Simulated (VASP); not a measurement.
SnTeS4:

```
Sn Te S
1.0
     4.50143    0.00000    0.00000
     0.00000    4.50143    0.00000
     0.00000    0.00000    6.47802
Sn Te S
1 1 4
Direct
  0.50000 0.50000 0.50000
  0.00000 0.00000 0.00000
  0.50000 0.00000 0.73275
  0.00000 0.50000 0.26725
  0.50000 0.00000 0.26725
  0.00000 0.50000 0.73275
```

The cell was built by a generator and needn't be a form met in nature.

| Property | Result |
| --- | --- |
| Program | VASP 6.6.1 |
| Task | relaxation of cell and atoms |
| Functional | PBE |
| Potentials or basis | VASP PAW PBE potentials, release 64 (Sn_d, Te, S) |
| Cutoff | 520 eV |
| k mesh | 3 × 3 × 2 |
| Occupations | gaussian, width 0.15 eV |
| Spin | no spin polarisation |

At the start: pressure 4.8 GPa; volume 21.88 Å³/atom.

Question: Where does the relaxation end?

Answer: Over 8 steps the energy falls by 62.0 meV/atom and the volume is 23.34 Å³/atom (+6.7 %); space group P4/mmm (No. 123, to 0.05 Å).

Step by step:
```csv
step,energy change (eV),largest force (eV/Å),pressure (GPa),volume (Å³)
1,0.0000,1.1500,4.79,131.26
2,-0.2696,0.5104,-2.16,144.08
3,-0.2715,0.5626,-1.42,142.66
4,-0.3453,0.2813,-0.55,140.41
5,-0.3676,0.1130,0.28,138.77
6,-0.3687,0.0373,0.49,138.22
7,-0.3688,0.0614,0.69,138.31
8,-0.3722,0.0137,0.02,140.07
```

Final structure:
```xyz
6
Lattice="4.6027 0.0000 0.0000 0.0000 4.6027 0.0000 0.0000 0.0000 6.6116" Properties=species:S:1:pos:R:3 pbc="T T T"
Sn    2.3013    2.3013    3.3058
Te    0.0000    0.0000    0.0000
S     2.3013    0.0000    4.9747
S     0.0000    2.3013    1.6369
S     2.3013    4.6027    1.6369
S     4.6027    2.3013    4.9747
```

Caveat: the k mesh is coarse (spacing up to 0.48 Å⁻¹), so the values aren't converged.
